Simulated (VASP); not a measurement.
Here is the system:

```xyz
2
Lattice="1.1382 -1.9715 0.0000 1.1382 1.9715 0.0000 0.0000 0.0000 3.5643" Properties=species:S:1:pos:R:3 pbc="T T T"
Be     1.1382     0.6572     0.8911
Be     1.1382    -0.6572     2.6732
```

Method: optB86b-vdW, VASP's PBE PAW potentials (set 64) (plane waves; VASP 6.6.1). Numerical set-up: 520 eV cut-off, Gaussian smearing of 0.050 eV, potentials Be.

Problem. Predict the band gap (along the path) with the smallest direct gap where there is one.

Solution. 
The band gap (along the path) is none (metal, semimetal or under 0.01 eV).

The compound is Be in the hcp structure. It was relaxed first.
